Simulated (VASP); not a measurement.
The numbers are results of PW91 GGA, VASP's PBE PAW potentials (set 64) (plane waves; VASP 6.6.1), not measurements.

The input files of a VASP run:

POSCAR:
```
Na
1
   -2.0968471763     2.0968471763     2.0968471763
    2.0968471763    -2.0968471763     2.0968471763
    2.0968471763     2.0968471763    -2.0968471763
Na
1
Direct
  0.0000000000   0.0000000000   0.0000000000
```

**KPOINTS**
```
K-points
0
G
  14 14 14
```

### INCAR
```
SYSTEM  =  Na
PREC  =  Accurate; ENCUT  =  520; LREAL  =  .False.
LASPH  =  .True.
EDIFF  =  1E-7; NELM  =  100; ALGO  =  Normal
ISMEAR  =  -5
GGA  =  91
ISIF  =  2
LWAVE  =  .False.; LCHARG  =  .True.; LORBIT  =  11
NEDOS  =  601
```

POTCAR, in this order: Na_pv (PBE.64 set). Program: vasp_std.

Output of the run:

OSZICAR:
```
       N       E                     dE             d eps       ncg     rms          rms(c)
DAV:   1     0.192742099473E+02    0.19274E+02   -0.39345E+03  1456   0.835E+02
DAV:   2    -0.921496940312E+00   -0.20196E+02   -0.20194E+02  1519   0.136E+02
DAV:   3    -0.129919104955E+01   -0.37769E+00   -0.37769E+00  1890   0.268E+01
DAV:   4    -0.130226086799E+01   -0.30698E-02   -0.30698E-02  1764   0.214E+00
DAV:   5    -0.130230716466E+01   -0.46297E-04   -0.46296E-04  1897   0.227E-01    0.203E-01
DAV:   6    -0.130277481868E+01   -0.46765E-03   -0.39727E-04  1624   0.210E-01    0.137E-01
DAV:   7    -0.130342317316E+01   -0.64835E-03   -0.17203E-03  1540   0.404E-01    0.764E-03
DAV:   8    -0.130343350745E+01   -0.10334E-04   -0.14893E-05  1799   0.500E-02    0.214E-03
DAV:   9    -0.130343412005E+01   -0.61260E-06   -0.77422E-07  1589   0.840E-03    0.592E-04
DAV:  10    -0.130343409484E+01    0.25210E-07   -0.76577E-08  1323   0.570E-03
   1 F= -.13034341E+01 E0= -.13034341E+01  d E =0.000000E+00
```

OUTCAR:
```
------------------------ aborting loop because EDIFF is reached ----------------------------------------
  FORCE on cell =-STRESS in cart. coord.  units (eV):
  Direction    XX          YY          ZZ          XY          YZ          ZX
  --------------------------------------------------------------------------------------
  Total        0.0102619      0.0102619      0.0102619      0.0000000      0.0000000     -0.0000000
  in kB        0.4458395      0.4458395      0.4458395      0.0000000      0.0000000     -0.0000000
  external PRESSURE =       0.4458395 kB  Pullay stress =       0.0000000 kB
  volume of cell :       36.88
      direct lattice vectors                 reciprocal lattice vectors
    -2.096847176  2.096847176  2.096847176     0.000000000  0.238453239  0.238453239
     2.096847176 -2.096847176  2.096847176     0.238453239  0.000000000  0.238453239
     2.096847176  2.096847176 -2.096847176     0.238453239  0.238453239  0.000000000
 POSITION                                       TOTAL-FORCE (eV/Angst)
 -----------------------------------------------------------------------------------
      0.00000      0.00000      0.00000         0.000000     -0.000000      0.000000
 -----------------------------------------------------------------------------------
    total drift:                                0.000000     -0.000000      0.000000
  FREE ENERGIE OF THE ION-ELECTRON SYSTEM (eV)
  ---------------------------------------------------
  free  energy   TOTEN  =        -1.3034340948 eV

  energy  without entropy=       -1.3034340948  energy(sigma->0) =       -1.30343409

 total charge

# of ion       s       p       d       tot
------------------------------------------
    1        0.098   5.965   0.000   6.063
```
(Selected blocks of OUTCAR.)

For a metal the tetrahedron method with Blöchl corrections gives inexact stress and forces.

The compound is Na in the bcc structure. It was relaxed first.
